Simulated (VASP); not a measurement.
OSZICAR of a VASP run on Ga31As32:

**OSZICAR**
```
       N       E                     dE             d eps       ncg     rms          rms(c)
DAV:   1     0.153516105141E+04    0.15352E+04   -0.91895E+04   318   0.112E+03
DAV:   2    -0.499332540398E+02   -0.15851E+04   -0.15225E+04   397   0.202E+02
DAV:   3    -0.248763885356E+03   -0.19883E+03   -0.19121E+03   380   0.720E+01
DAV:   4    -0.256514171422E+03   -0.77503E+01   -0.76573E+01   364   0.147E+01
DAV:   5    -0.256733620601E+03   -0.21945E+00   -0.21861E+00   396   0.234E+00    0.204E+01
RMM:   6    -0.251730075360E+03    0.50035E+01   -0.74282E+00   318   0.379E+00    0.121E+01
RMM:   7    -0.251317675754E+03    0.41240E+00   -0.87340E+00   318   0.402E+00    0.415E+00
RMM:   8    -0.251018583490E+03    0.29909E+00   -0.10976E+00   320   0.180E+00    0.223E+00
RMM:   9    -0.250960588219E+03    0.57995E-01   -0.24802E-01   323   0.802E-01    0.156E+00
RMM:  10    -0.250943133799E+03    0.17454E-01   -0.18131E-01   318   0.600E-01    0.977E-01
RMM:  11    -0.250936270550E+03    0.68632E-02   -0.50352E-02   319   0.357E-01    0.561E-01
RMM:  12    -0.250932560711E+03    0.37098E-02   -0.63541E-03   327   0.146E-01    0.355E-01
RMM:  13    -0.250936807055E+03   -0.42463E-02   -0.22477E-02   330   0.207E-01    0.341E-01
RMM:  14    -0.250934797898E+03    0.20092E-02   -0.25018E-03   318   0.872E-02    0.185E-01
RMM:  15    -0.250934483218E+03    0.31468E-03   -0.25191E-03   319   0.684E-02    0.846E-02
RMM:  16    -0.250934472306E+03    0.10912E-04   -0.70842E-04   318   0.392E-02    0.524E-02
RMM:  17    -0.250934469089E+03    0.32169E-05   -0.19565E-04   313   0.188E-02    0.327E-02
RMM:  18    -0.250934444343E+03    0.24746E-04   -0.45677E-05   244   0.107E-02    0.687E-03
RMM:  19    -0.250934444821E+03   -0.47839E-06   -0.96825E-06   194   0.459E-03
   1 F= -.25093444E+03 E0= -.25087921E+03  d E =-.250934E+03
       N       E                     dE             d eps       ncg     rms          rms(c)
DAV:   1    -0.251030101689E+03   -0.95657E-01   -0.15194E+00   364   0.222E+00    0.595E-01
RMM:   2    -0.251038059339E+03   -0.79576E-02   -0.10673E-01   318   0.572E-01    0.268E-01
RMM:   3    -0.251038322630E+03   -0.26329E-03   -0.15549E-02   327   0.226E-01    0.226E-01
RMM:   4    -0.251037812633E+03    0.51000E-03   -0.33719E-03   335   0.949E-02    0.128E-01
RMM:   5    -0.251037636559E+03    0.17607E-03   -0.84171E-04   321   0.489E-02    0.627E-02
RMM:   6    -0.251037645479E+03   -0.89199E-05   -0.53930E-04   319   0.345E-02    0.373E-02
RMM:   7    -0.251037636088E+03    0.93914E-05   -0.11946E-04   312   0.165E-02    0.182E-02
RMM:   8    -0.251037633167E+03    0.29210E-05   -0.28671E-05   216   0.864E-03
   2 F= -.25103763E+03 E0= -.25098377E+03  d E =-.103188E+00
       N       E                     dE             d eps       ncg     rms          rms(c)
DAV:   1    -0.251069310115E+03   -0.31674E-01   -0.13182E+00   356   0.207E+00    0.531E-01
RMM:   2    -0.251076045845E+03   -0.67357E-02   -0.91319E-02   318   0.536E-01    0.221E-01
RMM:   3    -0.251076865061E+03   -0.81922E-03   -0.13114E-02   327   0.210E-01    0.205E-01
RMM:   4    -0.251076291281E+03    0.57378E-03   -0.26030E-03   331   0.867E-02    0.978E-02
RMM:   5    -0.251076210780E+03    0.80501E-04   -0.71917E-04   321   0.458E-02    0.512E-02
RMM:   6    -0.251076221630E+03   -0.10850E-04   -0.37734E-04   319   0.296E-02    0.313E-02
RMM:   7    -0.251076215663E+03    0.59664E-05   -0.86239E-05   288   0.142E-02
   3 F= -.25107622E+03 E0= -.25102446E+03  d E =-.141771E+00
       N       E                     dE             d eps       ncg     rms          rms(c)
DAV:   1    -0.251125739068E+03   -0.49517E-01   -0.13782E+00   332   0.200E+00    0.392E-01
RMM:   2    -0.251130401946E+03   -0.46629E-02   -0.65404E-02   318   0.445E-01    0.150E-01
RMM:   3    -0.251131714016E+03   -0.13121E-02   -0.10982E-02   322   0.182E-01    0.153E-01
RMM:   4    -0.251131558953E+03    0.15506E-03   -0.20750E-03   343   0.724E-02    0.882E-02
RMM:   5    -0.251131516701E+03    0.42252E-04   -0.43851E-04   323   0.362E-02    0.490E-02
RMM:   6    -0.251131518350E+03   -0.16492E-05   -0.23133E-04   319   0.246E-02    0.219E-02
RMM:   7    -0.251131512663E+03    0.56874E-05   -0.35648E-05   228   0.103E-02
   4 F= -.25113151E+03 E0= -.25108370E+03  d E =-.552970E-01
       N       E                     dE             d eps       ncg     rms          rms(c)
DAV:   1    -0.251137860335E+03   -0.63420E-02   -0.10761E+01   325   0.559E+00    0.100E+00
RMM:   2    -0.251183299645E+03   -0.45439E-01   -0.55726E-01   318   0.128E+00    0.392E-01
RMM:   3    -0.251191988999E+03   -0.86894E-02   -0.91232E-02   330   0.524E-01    0.291E-01
RMM:   4    -0.251192380204E+03   -0.39121E-03   -0.12200E-02   330   0.195E-01    0.216E-01
RMM:   5    -0.251192061920E+03    0.31828E-03   -0.41547E-03   322   0.110E-01    0.809E-02
RMM:   6    -0.251192131389E+03   -0.69469E-04   -0.94506E-04   322   0.548E-02    0.364E-02
RMM:   7    -0.251192153927E+03   -0.22538E-04   -0.24322E-04   338   0.260E-02    0.208E-02
RMM:   8    -0.251192151038E+03    0.28885E-05   -0.66766E-05   260   0.138E-02
   5 F= -.25119215E+03 E0= -.25115319E+03  d E =-.115935E+00
       N       E                     dE             d eps       ncg     rms          rms(c)
DAV:   1    -0.251218932542E+03   -0.26779E-01   -0.24719E+00   348   0.241E+00    0.387E-01
RMM:   2    -0.251229848106E+03   -0.10916E-01   -0.13317E-01   318   0.519E-01    0.131E-01
RMM:   3    -0.251232642561E+03   -0.27945E-02   -0.25111E-02   342   0.221E-01    0.120E-01
RMM:   4    -0.251232582086E+03    0.60475E-04   -0.22129E-03   320   0.791E-02    0.744E-02
RMM:   5    -0.251232556521E+03    0.25565E-04   -0.83190E-04   322   0.433E-02    0.324E-02
RMM:   6    -0.251232559337E+03   -0.28168E-05   -0.15233E-04   301   0.207E-02    0.167E-02
RMM:   7    -0.251232559714E+03   -0.37621E-06   -0.37024E-05   229   0.103E-02
   6 F= -.25123256E+03 E0= -.25119403E+03  d E =-.404087E-01
       N       E                     dE             d eps       ncg     rms          rms(c)
DAV:   1    -0.251209329270E+03    0.23230E-01   -0.74472E+00   318   0.418E+00    0.732E-01
RMM:   2    -0.251242695567E+03   -0.33366E-01   -0.41871E-01   318   0.916E-01    0.229E-01
RMM:   3    -0.251251506350E+03   -0.88108E-02   -0.78806E-02   343   0.393E-01    0.227E-01
RMM:   4    -0.251251189344E+03    0.31701E-03   -0.68761E-03   318   0.139E-01    0.137E-01
RMM:   5    -0.251251139628E+03    0.49716E-04   -0.24026E-03   322   0.745E-02    0.546E-02
RMM:   6    -0.251251179405E+03   -0.39777E-04   -0.49241E-04   328   0.365E-02    0.237E-02
RMM:   7    -0.251251181001E+03   -0.15959E-05   -0.97861E-05   274   0.166E-02
   7 F= -.25125118E+03 E0= -.25121292E+03  d E =-.590300E-01
       N       E                     dE             d eps       ncg     rms          rms(c)
DAV:   1    -0.251251293174E+03   -0.11377E-03   -0.31523E-01   348   0.863E-01    0.140E-01
RMM:   2    -0.251252602120E+03   -0.13089E-02   -0.16707E-02   318   0.182E-01    0.483E-02
RMM:   3    -0.251252949893E+03   -0.34777E-03   -0.30970E-03   342   0.780E-02    0.398E-02
RMM:   4    -0.251252949446E+03    0.44797E-06   -0.34052E-04   305   0.297E-02    0.204E-02
RMM:   5    -0.251252955502E+03   -0.60560E-05   -0.87605E-05   262   0.144E-02
   8 F= -.25125296E+03 E0= -.25121466E+03  d E =-.608045E-01
       N       E                     dE             d eps       ncg     rms          rms(c)
DAV:   1    -0.251268339234E+03   -0.15390E-01   -0.31246E-01   332   0.104E+00    0.233E-01
RMM:   2    -0.251269692940E+03   -0.13537E-02   -0.22523E-02   318   0.272E-01    0.767E-02
RMM:   3    -0.251269891011E+03   -0.19807E-03   -0.34710E-03   328   0.107E-01    0.435E-02
RMM:   4    -0.251269879614E+03    0.11397E-04   -0.55922E-04   326   0.423E-02    0.194E-02
RMM:   5    -0.251269886379E+03   -0.67646E-05   -0.13555E-04   323   0.202E-02    0.879E-03
RMM:   6    -0.251269888810E+03   -0.24312E-05   -0.29384E-05   219   0.936E-03
   9 F= -.25126989E+03 E0= -.25123145E+03  d E =-.169333E-01
       N       E                     dE             d eps       ncg     rms          rms(c)
DAV:   1    -0.251272097391E+03   -0.22110E-02   -0.11839E-01   340   0.640E-01    0.145E-01
RMM:   2    -0.251272620432E+03   -0.52304E-03   -0.86587E-03   318   0.168E-01    0.477E-02
RMM:   3    -0.251272701235E+03   -0.80803E-04   -0.13593E-03   330   0.664E-02    0.275E-02
RMM:   4    -0.251272697582E+03    0.36524E-05   -0.21412E-04   327   0.262E-02    0.131E-02
RMM:   5    -0.251272699347E+03   -0.17649E-05   -0.51652E-05   260   0.127E-02
  10 F= -.25127270E+03 E0= -.25123411E+03  d E =-.197438E-01
       N       E                     dE             d eps       ncg     rms          rms(c)
DAV:   1    -0.251274454803E+03   -0.17572E-02   -0.88599E-02   332   0.562E-01    0.105E-01
RMM:   2    -0.251274911519E+03   -0.45672E-03   -0.57649E-03   318   0.138E-01    0.318E-02
RMM:   3    -0.251274996151E+03   -0.84633E-04   -0.92294E-04   331   0.562E-02    0.220E-02
RMM:   4    -0.251275001228E+03   -0.50763E-05   -0.13613E-04   324   0.216E-02    0.161E-02
RMM:   5    -0.251274998185E+03    0.30428E-05   -0.50383E-05   265   0.126E-02
  11 F= -.25127500E+03 E0= -.25123630E+03  d E =-.229884E-02
```

Question: Which electronic solver shows in the log?

Answer: It is blocked Davidson (ALGO = Normal, or the opening steps of other solvers) and then RMM-DIIS (ALGO = Fast or VeryFast). The INCAR had ALGO = Fast.

Question: Can the final energy be trusted as converged?

Answer: Self-consistency was reached. It stopped with EDIFF = 1E-5, NELM = 100, NSW = 60 and EDIFFG = -0.03 after 11 ionic steps (PBE GGA, plane waves, VASP's PBE PAW potentials (set 64)). The cell is charged, with a uniform compensating background. The supercell is sampled at Γ alone, which is coarse: total energies, pressure and levels can be off, energies of defects by several tenths of an eV.

The cell is a supercell with a defect, built from GaAs (zinc blende): vac_Ga, charge -1. The run is not spin-polarised, so no state with unpaired spins was tried.
